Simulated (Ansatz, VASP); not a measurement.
# Ta3BAu (Ta3AuB antiperovskite): VASP beside Ansatz

Aim: how closely do two programs agree when they are given the same cell, functional and k mesh? The cell is generated by rule, not measured, and may not be a known phase. The cell is taken from a series of runs on this material, whose earlier steps may have relaxed, scaled, displaced or heated it; both programs get it as it stands.

Main program and level: Ansatz 0.2.0; plane waves, with VASP 6.6.1 beside it; zone-centre phonons at LDA.

The structure was built from a prototype and need not be the compound's stable phase.

## (1) The structure

Symmetry: Pm-3m, No. 221, cubic system. The conventional cell has a = 4.265 Å, b = 4.265 Å, c = 4.265 Å, α = 90.00°, β = 90.00°, γ = 90.00°. Nearest to Au lie 12 Ta at 3.02 Å. Nearest to Ta lie 2 B at 2.13 Å and 8 Ta at 3.02 Å and 4 Au at 3.02 Å. Nearest to B lie 6 Ta at 2.13 Å. Farther neighbours are not listed.

Structure file:

```cif
data_structure
_symmetry_space_group_name_H-M 'P 1'
_symmetry_Int_Tables_number 1
_cell_length_a 4.2653
_cell_length_b 4.2653
_cell_length_c 4.2653
_cell_angle_alpha 90.000
_cell_angle_beta 90.000
_cell_angle_gamma 90.000
_cell_volume 77.60
loop_
_atom_site_label
_atom_site_type_symbol
_atom_site_fract_x
_atom_site_fract_y
_atom_site_fract_z
_atom_site_occupancy
Au1 Au 0.00000 0.00000 0.00000 1
Ta2 Ta 0.50000 0.50000 0.00000 1
Ta3 Ta 0.50000 0.00000 0.50000 1
Ta4 Ta 0.00000 0.50000 0.50000 1
B5 B 0.50000 0.50000 0.50000 1
```

## (2) Ansatz: zone-centre phonons, LDA

Ansatz runs on its default PAW (the set named soft_2) files.

Second derivatives magnify differences that forces hide, and they need a tight electronic threshold.

Input file input.yaml:

```yaml
crystal:
  lattice:
    - [4.2653174105, 0.0, 0.0]
    - [0.0, 4.2653174105, 0.0]
    - [0.0, 0.0, 4.2653174105]
  atoms:
    - { symbol: Au, position: [0.0, 0.0, 0.0] }
    - { symbol: Ta, position: [0.5, 0.5, 0.0] }
    - { symbol: Ta, position: [0.5, 0.0, 0.5] }
    - { symbol: Ta, position: [0.0, 0.5, 0.5] }
    - { symbol: B, position: [0.5, 0.5, 0.5] }
kpoints:
  mp_grid: { grid: [4, 4, 4] }
hamiltonian:
  xc: lda
scf:
  occupations: { method: methfessel_paxton, width: 0.2 }
output:
  eigenvalues: true
phonons:
  method: dfpt
  qmesh: [2, 2, 2]
  temperatures: { t_max: 1000, t_step: 50 }
  qpath:
    path:
      - [[0.0, 0.0, 0.0], [0.0, 0.5, 0.0], [0.5, 0.5, 0.0], [0.0, 0.0, 0.0], [0.5, 0.5, 0.5], [0.0, 0.5, 0.0]]
      - [[0.5, 0.5, 0.5], [0.5, 0.5, 0.0]]
    npoints: 10
```

Command:

```
> ansatz run input.yaml --threads 4 --pin off --max-ram 16384MiB --backend cpu --events-out ev --progress --plain --runs-dir out
```

Numbers of over 12 decimals in the logs are rounded to 6 here.

Log:

```text
Engine: ansatz 0.2.0, aarch64-unknown-linux-gnu
Pseudopotentials: kind: paw
Pseudopotential: Au, paw, valence charge 19, recommended cutoff 420 eV (normal), Au.paw.azcp
Pseudopotential: Ta, paw, valence charge 13, recommended cutoff 420 eV (normal), Ta.paw.azcp
Pseudopotential: B, paw, valence charge 3, recommended cutoff 420 eV (normal), B.paw.azcp
Functional definition: SPW92
  exchange = slater_x
  correlation = pw_c
Crystal: 5 atoms, lattice volume = 77.599 Å³
Basis set: ecut = 420 eV, 1503 PW (Γ), exchange–correlation on 60×60×60 points (8 copies of the dense FFT grid, shifted against one another)
Bands: 37, of which v1, the nominal top of the filled ones, is band 31 counted from 1 (30 counted from 0)
Symmetry: 48 space group operations
k-points: 10 of 64
Non-local potential: Au, projectors of the file, l = 0: 3, l = 1: 2, l = 2: 2, l = 3: 1
Non-local potential: Ta, projectors of the file, l = 0: 3, l = 1: 2, l = 2: 2, l = 3: 1
Non-local potential: B, projectors of the file, l = 0: 2, l = 1: 2, l = 2: 1
PAW form: soft (Blöchl's): semilocal exchange-correlation on the pseudo side does not see the compensation charge
PAW frozen core: Au, regenerated for the run's functional, and the local potential with it (the file was generated under x = pbe(κ = 0.804, μ = 0.219515), c = pbe(β = 0.066725))
PAW frozen core: Ta, regenerated for the run's functional, and the local potential with it (the file was generated under x = pbe(κ = 0.804, μ = 0.219515), c = pbe(β = 0.066725))
PAW frozen core: B, regenerated for the run's functional, and the local potential with it (the file was generated under x = pbe(κ = 0.804, μ = 0.219515), c = pbe(β = 0.066725))
PAW one-centre angular grid: Au, 590 points (default); XC on 64 Gauss nodes
PAW one-centre angular grid: Ta, 590 points (default); XC on 64 Gauss nodes
PAW one-centre angular grid: B, 110 points (default); XC on 64 Gauss nodes
Initial density: superposition of atomic densities (neutral atoms: chi_scale 0, normalization atom), corrected by the library's trained network
Initial wavefunctions: pseudopotential atomic-orbital guess
Functional: x = slater, c = lda
SCF iter   1: F=—  HF=-42062.967303 eV  |F-HF|=—  |Δ(HF+E_count)|=         —  Δρ=1.05e-2  dr2=1.44e-1  ethr=1.77e-3  ⟨swp⟩=4.9  Hψ=1243  notcnv=0
preconditioner: auto → Kerker (q_TF=auto, 2.621 Å⁻¹)  [metal: Δε(μ)=0.039 eV  Ē_g=5.831 eV  σ=0.200 eV  W_gap=0.16  n_scr=26 (ndim 8)  ℏωp=22.7 eV  f_vac=0.000  D(μ)=4.95/eV (n_scr^D=56)]
SCF iter   2: F=—  HF=-42062.939409 eV  |F-HF|=—  |Δ(HF+E_count)|=   2.79e-2  S|Δr|=    0.00e0  Δρ=4.32e-3  dr2=2.33e-2  ethr=2.36e-4  ⟨swp⟩=1.8  Hψ=497  notcnv=0
SCF iter   3: F=—  HF=-42062.933935 eV  |F-HF|=—  |Δ(HF+E_count)|=   5.47e-3  S|Δr|=    0.00e0  Δρ=1.24e-3  dr2=1.62e-3  ethr=3.82e-5  ⟨swp⟩=2.0  Hψ=481  notcnv=0
SCF iter   4: F=—  HF=-42062.933479 eV  |F-HF|=—  |Δ(HF+E_count)|=   4.56e-4  S|Δr|=    0.00e0  Δρ=3.12e-4  dr2=1.41e-4  ethr=2.66e-6  ⟨swp⟩=2.0  Hψ=485  notcnv=0
SCF iter   5: F=—  HF=-42062.933448 eV  |F-HF|=—  |Δ(HF+E_count)|=   3.17e-5  S|Δr|=    0.00e0  Δρ=9.93e-5  dr2=5.18e-6  ethr=2.31e-7  ⟨swp⟩=2.0  Hψ=491  notcnv=0
SCF iter   6: F=—  HF=-42062.933455 eV  |F-HF|=—  |Δ(HF+E_count)|=   7.52e-6  S|Δr|=    0.00e0  Δρ=1.33e-5  dr2=1.39e-7  ethr=8.48e-9  ⟨swp⟩=2.0  Hψ=501  notcnv=0
SCF iter   7: F=—  HF=-42062.933455 eV  |F-HF|=—  |Δ(HF+E_count)|=   2.74e-8  S|Δr|=    0.00e0  Δρ=2.61e-6  dr2=4.97e-9  ethr=2.28e-10  ⟨swp⟩=2.0  Hψ=506  notcnv=0
SCF iter   8: F=—  HF=-42062.933455 eV  |F-HF|=—  |Δ(HF+E_count)|=  8.44e-10  S|Δr|=    0.00e0  Δρ=4.27e-7  dr2=1.44e-10  ethr=8.15e-12  ⟨swp⟩=2.1  Hψ=488  notcnv=0
SCF iter   9: F=—  HF=-42062.933455 eV  |F-HF|=—  |Δ(HF+E_count)|=  1.46e-11  S|Δr|=    0.00e0  Δρ=1.32e-7  dr2=1.68e-11  ethr=1.00e-12  ⟨swp⟩=9.5  Hψ=1768  notcnv=0
SCF iter  10: F=-42062.933455 eV  HF=-42062.933455 eV  |F-HF|=7.28e-12  |Δ(HF+E_count)|=  7.28e-12  S|Δr|=    0.00e0  Δρ=3.04e-8  dr2=7.71e-13  ethr=1.00e-12  ⟨swp⟩=5.5  Hψ=1480  notcnv=0
SCF 1 converged in 10 iterations: F = -42062.933455 eV  dr2 = 7.71e-13
  greatest PAW one-centre occupation: 1.003 electrons in one spin orbital (limit 2), on the Au atom at site 0 (counted from 0), in its partial waves of l = 0
phonons: the bands overlap, so this run is a metal and interpolates without the dipole-dipole term. If the crystal is really an insulator or semiconductor, its LO-TO splitting is missing
NSCF: frozen V_eff on 10 k-points
NSCF: frozen V_eff on 27 k-points
DFPT response loops at q = (0, 0, 0) (fractional): preconditioner auto → Kerker (q_TF=auto, 2.621 Å⁻¹) (partly filled bands, converged f_vac=0.000); β = 1.00, the filter's whole step (`scf.mixing.beta` (0.50) is not read by the response loops under this deck's `scf.mixing.preconditioner`; to damp them name `kerker` or `kerker_dos`, under which they read `scf.mixing.beta`, and type it under 1.00, their step now; both keys bind the ground state too); Broyden in place of MSR1
NSCF: frozen V_eff on 54 k-points
DFPT response loops at q = (0, 0, -0.5) (fractional): mixed as the last ones told, above
NSCF: frozen V_eff on 54 k-points
DFPT response loops at q = (0, -0.5, -0.5) (fractional): mixed as the last ones told, above
NSCF: frozen V_eff on 54 k-points
DFPT response loops at q = (-0.5, -0.5, -0.5) (fractional): mixed as the last ones told, above
SCF converged after 10 iterations
Stability not checked: this state was not tested for a lower state beside it, because cold or Methfessel-Paxton smearing, or corrected tetrahedra, fill the levels in a way that the test cannot read (fill_not_monotonic; see scf.lower_state_search)
Free energy (F): -42062.933455 eV
Harris-Foulkes:  -42062.933455 eV  (|F-HF|=7.28e-12)
Internal energy: -42062.917950 eV  (E = F + TS)
E sigma→0 (E₀):  -42062.929579 eV
Entropy (-TS):   -0.015505 eV (-3.101 meV/atom)
Fermi energy:    18.307199 eV
--- Per-component energies (eV) ---
  E_band       = -571.292231
  E_kinetic    = 1756.756483
  E_local      = -3716.012059  (includes V_loc(G=0)·N_el)
  E_nonlocal   = 150.937280
  E_hartree    = 1444.003927
  E_xc         = -912.366751
  E_vxc        = -929.291427  (∫ρ·V_xc dr)
  E_paw        = -33940.829839  (= ΣΔE_a)
  E_vpaw       = -721.692051  (= ΣTr[D̂ρ^β])
  E_aug_tail   = 0.001728  (compensation charges beyond the density's cutoff)
  E_ewald      = -6846.753978
  E_core_change = 1.345260  (= ΣΔE_core)
  E_smearing   = -0.015505  (= −TS)
  E_closure    = -0.000000  (closes the sum)
  Σ components = -42062.933455   (vs F -42062.933455, Δ=0.00e0)
--- Band table (eV; the first three rows and the last of 10) ---
  k-point 0: bands = [... 27 lower, 17.8539, 18.1901, 18.1901, 18.1901, 21.3293, 21.3293, 21.3293, 21.6864, ... 2 higher]
  k-point 1: bands = [... 27 lower, 17.2591, 17.4978, 17.4978, 18.1969, 19.4928, 20.5836, 20.5836, 21.0803, ... 2 higher]
  k-point 2: bands = [... 27 lower, 16.6055, 16.7896, 16.7896, 18.7709, 19.0788, 20.1974, 20.2782, 20.2782, ... 2 higher]
  k-point 9: bands = [... 27 lower, 18.1545, 18.1545, 18.3637, 18.3637, 18.3637, 19.7837, 19.7837, 19.7837, ... 2 higher]
--- Phonons (Γ-DFPT): 4 representative perturbations + reference (Σ response iterations 12) ---
  ASR residual: 3.838e-5 → 0.000e0 eV/Å²; symmetrization residual: 3.621e-6 eV/Å²
  ASR residual per site (eV/Å²): 3.84e-5 5.21e-6 5.21e-6 5.21e-6 6.11e-6
  Γ frequencies (cm⁻¹): 0.00 0.00 0.00 91.13 91.13 91.13 130.55 130.55 130.55 138.41 138.41 138.41 777.24 777.24 777.24
--- Phonons (arbitrary-q DFPT): 4 irreducible q on the 2×2×2 mesh ---
  q = [0.0000, 0.0000, 0.0000] (star 1, of the zone-centre solve; hermiticity 2.15e-7, symmetrization 6.45e-13): -0.00 0.00 0.00 91.13 91.13 91.13 130.55 130.55 130.55 138.41 138.41 138.41 777.24 777.24 777.24
  q = [0.0000, 0.0000, -0.5000] (star 3, 9 solved perturbations in 216 linear systems a pass and spin channel, the states on 27 of 64 k-point pairs; hermiticity 2.40e-7, symmetrization 1.18e-12): 62.10 71.04 74.72 74.72 79.11 80.46 80.46 100.99 100.99 128.43 128.43 221.45 747.52 764.85 764.85
  q = [0.0000, -0.5000, -0.5000] (star 3, 9 solved perturbations in 216 linear systems a pass and spin channel, the states on 27 of 64 k-point pairs; hermiticity 2.36e-7, symmetrization 1.09e-13): -38.39 -30.46 -30.46 82.07 93.38 93.38 94.77 95.67 95.67 119.84 215.67 231.93 734.77 734.77 745.06
  q = [-0.5000, -0.5000, -0.5000] (star 1, 4 solved perturbations in 81 linear systems a pass and spin channel, the states on 27 of 64 k-point pairs; hermiticity 5.88e-7, symmetrization 7.41e-13): -55.28 -55.28 -55.28 71.81 71.81 71.81 130.29 130.29 130.29 213.48 213.48 241.09 744.03 744.03 744.03
  sum rule: each row above includes the acoustic sum rule's correction from the zone centre's row sums; it moved no ω² by more than (0.39 cm⁻¹)²
  mesh force constants: q→R imaginary residual 3.09e-18; ASR residual 3.838e-5 → 0.000e0 eV/Å²; symmetrization residual 1.776e-14 eV/Å²
  interpolated dispersion: 62 rows × 15 modes
  density of states and harmonic sums: on the 16×16×16 q-mesh, interpolated from the force constants of a 2×2×2 supercell (no non-analytic term)
  largest difference from the sums on the solved wave vectors: F 3.19e-1 eV, S 4.19e-4 and C_V 1.01e-4 eV/K
  zero-point energy: 0.214296 eV/cell   skipped modes (ω ≤ 0): 141, of them read as no rigid motion or as one in doubt: 138 (7.075e-1 modes/cell left out, lowest -55.28 cm⁻¹)   left out of the sums: 4.72e-2 of the cell's modes: C_V's classical limit lies that fraction below 3 k_B per atom; for a crystal, a wire or a layer, F and S can be off by more, and a phonons.interpolated_qmesh denser along its periods is the remedy for the sampling
```

The column dr2 measures how far the density is from self-consistency, as an energy; F and HF (Harris–Foulkes) agree once it is small.

[end of part 1 of 3]

[Lines on the potential files, build, host, timing and source positions are cut from VASP's logs without a mark.]

[Logs are printed without paths, hosts, clocks, repeated set-up lines and the standing remarks that a program may print on its own settings, such as how far it seeks lower states.]

[Hosts, paths, dates, database ids (printed as entryN), source tags and the programs' standing remarks are cut or masked in the printed files.]
